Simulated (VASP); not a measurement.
Here is a VASP 6.6.1 calculation.

The input INCAR:

```
PREC = Accurate
ENCUT = 520
EDIFF = 1E-6
ISMEAR = -1
SIGMA = 0.02
LREAL = F
LASPH = T
NELM = 100
ALGO = Normal
ISIF = 2
LWAVE = F
LCHARG = F
GGA = PE
```

Contents of KPOINTS:

```
regular mesh
0
Gamma
  18 18 18
```

POSCAR

```
SrTiO3
1.0
    3.9050000000      0.0000000000      0.0000000000
    0.0000000000      3.9050000000      0.0000000000
    0.0000000000      0.0000000000      3.9050000000
Sr Ti O
1 1 3
Direct
    0.0000000000      0.0000000000      0.0000000000
    0.5000000000      0.5000000000      0.5000000000
    0.5000000000      0.5000000000      0.0000000000
    0.5000000000      0.0000000000      0.5000000000
    0.0000000000      0.5000000000      0.5000000000
```

Potentials or basis: VASP PAW PBE potentials, release 64 (Sr_sv, Ti_sv, O).

The run is started by

```bash
$ cat potpaw_PBE.64/Sr_sv/POTCAR potpaw_PBE.64/Ti_sv/POTCAR potpaw_PBE.64/O/POTCAR > POTCAR
$ mpirun -np 1 vasp_std > vasp.out
```

Q: What does it give for the band gap on the k mesh?

A: 1.86 eV, indirect (least direct gap 2.21 eV).

Q: Estimate the pressure.

A: 4.9 GPa.

A k mesh can miss the band edges. PBE gaps usually lie below the measured ones, often by a third to a half.
